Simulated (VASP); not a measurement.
# HfB2: input slips in a relaxation and what they do, part 2 of 2

Aim: see how common mistakes in a VASP relaxation show up, on HfB2. The starting structure is a measured crystal structure from the Crystallography Open Database.

VASP 6.6.1.

Results so far: reference 9.73 Å³ an atom; a smearing far too wide 9.88 Å³ an atom; too few electronic steps 9.73 Å³ an atom.

**5. Relaxation with a cutoff far too low**

Level of this step: PBEsol; plane waves and PAW (Hf_pv, B) (VASP).

A slip made on purpose: a cutoff far too low. Against step 2 the input has PREC = Normal and ENCUT = 180 (also changed: NELM).

INCAR

```
SYSTEM = HfB2
PREC = Normal
ENCUT = 180
EDIFF = 1E-06
NELM = 60
ISMEAR = 1
SIGMA = 0.1
LREAL = .FALSE.
ALGO = Normal
GGA = PS
NBANDS = 14
LORBIT = 11
LWAVE = .FALSE.
LCHARG = .FALSE.
KPAR = 2
IBRION = 2
NSW = 50
ISIF = 3
EDIFFG = -0.01
```

POSCAR

```
HfB2
1.0
    3.1400000000      0.0000000000      0.0000000000
   -1.5700000000      2.7193197679      0.0000000000
    0.0000000000      0.0000000000      3.4800000000
Hf B
1 2
Direct
    0.0000000000      0.0000000000      0.0000000000
    0.6666666667      0.3333333333      0.5000000000
    0.3333333333      0.6666666667      0.5000000000
```

KPOINTS

```
Automatic mesh
0
Gamma
10 10 8
0 0 0
```

The projector-augmented-wave data sets are Hf_pv and B (PBE family, release 64).

On the command line:

```console
mpirun -np 2 vasp_std
```

What it wrote:

```text
[... set-up lines as in an earlier step ...]
 entering main loop
       N       E                     dE             d eps       ncg     rms          rms(c)
DAV:   1    -0.234671629890E+01   -0.23467E+01   -0.41668E+03  2188   0.461E+02
DAV:   2    -0.285995444402E+02   -0.26253E+02   -0.25138E+02  2572   0.122E+02
DAV:   3    -0.291415073835E+02   -0.54196E+00   -0.54101E+00  2482   0.143E+01
DAV:   4    -0.291432505358E+02   -0.17432E-02   -0.17428E-02  2380   0.949E-01
[...]
DAV:  10    -0.271107634097E+02    0.41313E-03   -0.12055E-03  2416   0.257E-01    0.178E-01
DAV:  11    -0.271107611004E+02    0.23093E-05   -0.69978E-05  2272   0.597E-02    0.701E-02
DAV:  12    -0.271107615961E+02   -0.49573E-06   -0.33817E-06  2332   0.136E-02
   1 F= -.27110762E+02 E0= -.27110589E+02  d E =-.271108E+02
[... from here on, the cycles between the ionic steps are left out ...]
   2 F= -.26466388E+02 E0= -.26466214E+02  d E =0.644374E+00
   3 F= -.27307261E+02 E0= -.27307086E+02  d E =-.196499E+00
   4 F= -.27307781E+02 E0= -.27307606E+02  d E =-.197019E+00
   5 F= -.27307755E+02 E0= -.27307580E+02  d E =-.196993E+00
   6 F= -.27309622E+02 E0= -.27309445E+02  d E =-.186716E-02
   7 F= -.27309706E+02 E0= -.27309528E+02  d E =-.195133E-02
   8 F= -.27309641E+02 E0= -.27309462E+02  d E =0.653407E-04
   9 F= -.27309752E+02 E0= -.27309573E+02  d E =-.454227E-04
[...]
reached required accuracy - stopping structural energy minimisation
```

Run time: 6.2 s. Hardware: 2 MPI ranks of Intel Xeon 6975P-C (Granite Rapids), shared host; peak memory 0.2 GiB; 11 s of CPU time.

Parts of OUTCAR (step 5):

```text
  Total        0.0005017      0.0005017     -0.0000835     -0.0000000     -0.0000000      0.0000000
  in kB        0.0293253      0.0293253     -0.0048835     -0.0000000     -0.0000000      0.0000000
  external PRESSURE =       0.0179224 kB  Pullay stress =       0.0000000 kB

 POSITION                                       TOTAL-FORCE (eV/Angst)
 -----------------------------------------------------------------------------------
      0.00000     -0.00000      0.00000        -0.000000     -0.000000      0.000000
      1.53485      0.88614      1.67944        -0.000000     -0.000000      0.000000
     -0.00000      1.77229      1.67944         0.000000      0.000000     -0.000000
 -----------------------------------------------------------------------------------
    total drift:                                0.000000     -0.000000      0.000000

  FREE ENERGIE OF THE ION-ELECTRON SYSTEM (eV)
  ---------------------------------------------------
  free  energy   TOTEN  =       -27.3097515772 eV

  energy  without entropy=      -27.3092164332  energy(sigma->0) =      -27.30957320

[... 2 parts as in an earlier step ...]

[... 2 further parts left out ...]
[key lines of the parts left out:]
E-fermi :   8.1022
```

With a cutoff far too low the cell ends at 9.137 Å³ an atom, -6.10 % from the reference; the bulk modulus is 314.2 GPa against 264.9 GPa.

**6. Relaxation with the cell held fixed (ISIF = 2)**

A slip made on purpose: the cell held fixed (ISIF = 2). Against step 2 the input has ISIF = 2 (also changed: NELM).

INCAR: that of step 5 with these lines changed.

```diff
@@ -1,4 +1,4 @@
 SYSTEM = HfB2
-PREC = Normal
-ENCUT = 180
+PREC = Accurate
+ENCUT = 450
 EDIFF = 1E-06
@@ -17,3 +17,3 @@
 NSW = 50
-ISIF = 3
+ISIF = 2
 EDIFFG = -0.01
```

POSCAR is that of step 5.

KPOINTS is that of step 5.

On the command line:

```console
mpirun -np 2 vasp_std
```

What it wrote:

```text
[... set-up lines as in an earlier step ...]
 entering main loop
       N       E                     dE             d eps       ncg     rms          rms(c)
[... 13 cycles as in an earlier step ...]
   1 F= -.27853903E+02 E0= -.27853723E+02  d E =-.278539E+02
[...]
reached required accuracy - stopping structural energy minimisation
```

It took 5 s on 2 MPI ranks; peak memory 0.28 GiB; 8.8 s of CPU time.

OUTCAR, selected parts (step 6):

```text
  Total       -0.7845107     -0.7845107     -0.8950968      0.0000000     -0.0000000      0.0000000
  in kB      -42.2999908    -42.2999908    -48.2626769      0.0000000     -0.0000000      0.0000000
  external PRESSURE =     -44.2875528 kB  Pullay stress =       0.0000000 kB

 POSITION                                       TOTAL-FORCE (eV/Angst)
 -----------------------------------------------------------------------------------
      0.00000      0.00000      0.00000         0.000000      0.000000     -0.000000
      1.57000      0.90644      1.74000         0.000000      0.000000      0.000000
     -0.00000      1.81288      1.74000        -0.000000     -0.000000     -0.000000
 -----------------------------------------------------------------------------------
    total drift:                               -0.000000      0.000000      0.000000

  FREE ENERGIE OF THE ION-ELECTRON SYSTEM (eV)
  ---------------------------------------------------
  free  energy   TOTEN  =       -27.8539031493 eV

  energy  without entropy=      -27.8533637258  energy(sigma->0) =      -27.85372334

[... 2 parts as in an earlier step ...]

[... 2 further parts left out ...]
[key lines of the parts left out:]
E-fermi :   7.3894
```

With the cell held fixed (ISIF = 2) the cell ends at 9.905 Å³ an atom, +1.79 % from the reference.

**7. All runs side by side**

```csv
run,volume (Å³/atom),change (%),bulk modulus (GPa),pressure left (GPa),core minutes
reference,9.731,-,264.9,0.08,0.36
a smearing far too wide,9.877,1.5,245.8,0.05,0.273
too few electronic steps,9.734,0.03,-,-0.01,0.7
a cutoff far too low,9.137,-6.1,314.2,0.0,0.207
the cell held fixed (ISIF = 2),9.905,1.79,-,-4.43,0.167
```

Core minutes are wall time times ranks, summed over the relaxations behind a row (those for a bulk modulus apart), on shared hosts.

**8. What came out**

| Quantity | Value |
| --- | --- |
| volume of the reference | 9.731 Å³/atom |
| volume against the reference, a smearing far too wide | +1.50 % |
| volume against the reference, too few electronic steps | +0.03 % |
| volume against the reference, a cutoff far too low | -6.10 % |
| volume against the reference, the cell held fixed (ISIF = 2) | +1.79 % |

What this shows: Finished, but with signs in the output that stand out against the reference: a smearing far too wide, with the volume changed by +1.5 % (signs: -0.7 GPa at the first ionic step (reference: -4.4 GPa) and a large entropy term in the energy); too few electronic steps, with the volume changed by less than 0.1 % (signs: warnings that the electronic loop ran out of cycles, -48.1 GPa at the first ionic step (reference: -4.4 GPa) and an energy that rises by up to 3.0 eV an atom on the way); a cutoff far too low, with the volume changed by -6.1 % (signs: -25.7 GPa at the first ionic step (reference: -4.4 GPa) and an energy that rises by up to 0.2 eV an atom on the way); the cell held fixed (ISIF = 2), with the volume kept at the input's, +1.8 % from the reference (signs: a stress of up to 4.8 GPa). Further runs on this material are not shown.

[Lines on the potential files, build, host, timing and source positions are cut from VASP's logs without a mark.]

[Logs are printed without paths, hosts, clocks, repeated set-up lines and the standing remarks that a program may print on its own settings, such as how far it seeks lower states.]

[Hosts, paths, dates, database ids (printed as entryN), source tags and the programs' standing remarks are cut or masked in the printed files.]
